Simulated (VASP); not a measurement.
Given:

```
HfO2
1.0
   10.12555     0.00000     0.00000
    0.00000    10.12555     0.00000
    0.00000     0.00000    10.12555
Hf O
32 64
Direct
  0.50000   0.00000   0.00000
  0.75000   0.25000   0.00000
  0.75000   0.00000   0.25000
  0.00000   0.00000   0.00000
  0.25000   0.25000   0.00000
  0.50000   0.50000   0.00000
  0.75000   0.75000   0.00000
  0.25000   0.00000   0.25000
  0.50000   0.25000   0.25000
  0.75000   0.50000   0.25000
  0.50000   0.00000   0.50000
  0.75000   0.25000   0.50000
  0.75000   0.00000   0.75000
  0.00000   0.50000   0.00000
  0.25000   0.75000   0.00000
  0.00000   0.25000   0.25000
  0.25000   0.50000   0.25000
  0.50000   0.75000   0.25000
  0.00000   0.00000   0.50000
  0.25000   0.25000   0.50000
  0.50000   0.50000   0.50000
  0.75000   0.75000   0.50000
  0.25000   0.00000   0.75000
  0.50000   0.25000   0.75000
  0.75000   0.50000   0.75000
  0.00000   0.75000   0.25000
  0.00000   0.50000   0.50000
  0.25000   0.75000   0.50000
  0.00000   0.25000   0.75000
  0.25000   0.50000   0.75000
  0.50000   0.75000   0.75000
  0.00000   0.75000   0.75000
  0.62500   0.12500   0.12500
  0.87500   0.37500   0.37500
  0.87500   0.37500   0.12500
  0.12500   0.62500   0.37500
  0.87500   0.12500   0.37500
  0.12500   0.37500   0.62500
  0.12500   0.12500   0.12500
  0.37500   0.37500   0.37500
  0.37500   0.37500   0.12500
  0.62500   0.62500   0.37500
  0.62500   0.62500   0.12500
  0.87500   0.87500   0.37500
  0.87500   0.87500   0.12500
  0.12500   0.12500   0.37500
  0.37500   0.12500   0.37500
  0.62500   0.37500   0.62500
  0.62500   0.37500   0.37500
  0.87500   0.62500   0.62500
  0.87500   0.62500   0.37500
  0.12500   0.87500   0.62500
  0.62500   0.12500   0.62500
  0.87500   0.37500   0.87500
  0.87500   0.37500   0.62500
  0.12500   0.62500   0.87500
  0.87500   0.12500   0.87500
  0.12500   0.37500   0.12500
  0.12500   0.62500   0.12500
  0.37500   0.87500   0.37500
  0.37500   0.87500   0.12500
  0.62500   0.12500   0.37500
  0.12500   0.37500   0.37500
  0.37500   0.62500   0.62500
  0.37500   0.62500   0.37500
  0.62500   0.87500   0.62500
  0.62500   0.87500   0.37500
  0.87500   0.12500   0.62500
  0.12500   0.12500   0.62500
  0.37500   0.37500   0.87500
  0.37500   0.37500   0.62500
  0.62500   0.62500   0.87500
  0.62500   0.62500   0.62500
  0.87500   0.87500   0.87500
  0.87500   0.87500   0.62500
  0.12500   0.12500   0.87500
  0.37500   0.12500   0.87500
  0.62500   0.37500   0.12500
  0.62500   0.37500   0.87500
  0.87500   0.62500   0.12500
  0.87500   0.62500   0.87500
  0.12500   0.87500   0.12500
  0.12500   0.87500   0.37500
  0.37500   0.12500   0.62500
  0.12500   0.62500   0.62500
  0.37500   0.87500   0.87500
  0.37500   0.87500   0.62500
  0.62500   0.12500   0.87500
  0.12500   0.37500   0.87500
  0.37500   0.62500   0.12500
  0.37500   0.62500   0.87500
  0.62500   0.87500   0.12500
  0.62500   0.87500   0.87500
  0.87500   0.12500   0.12500
  0.12500   0.87500   0.87500
  0.37500   0.12500   0.12500
```

Computed with PBE GGA, VASP's PBE PAW potentials (set 64) (plane waves; VASP). Numerical set-up: PREC = Normal, LREAL = Auto, 400 eV cut-off, 1×1×1 Γ-centred mesh, Gaussian smearing of 0.050 eV, potentials Hf O.

At this cut-off the stress carries a Pulay error, which pulls relaxed volumes low. The supercell is sampled at Γ alone, which is coarse: total energies, pressure and levels can be off, energies of defects by several tenths of an eV.

Q: Give the stress tensor in GPa (positive for a compressed cell).

A: 
```
-5.71   0.00   0.00
 0.00  -5.71   0.00
 0.00   0.00  -5.71
```
The pressure is its mean diagonal, -5.71 GPa.

The cell is a supercell, built from HfO2 (fluorite, the high-temperature cubic form, which is unstable at 0 K; the monoclinic form is the stable one).
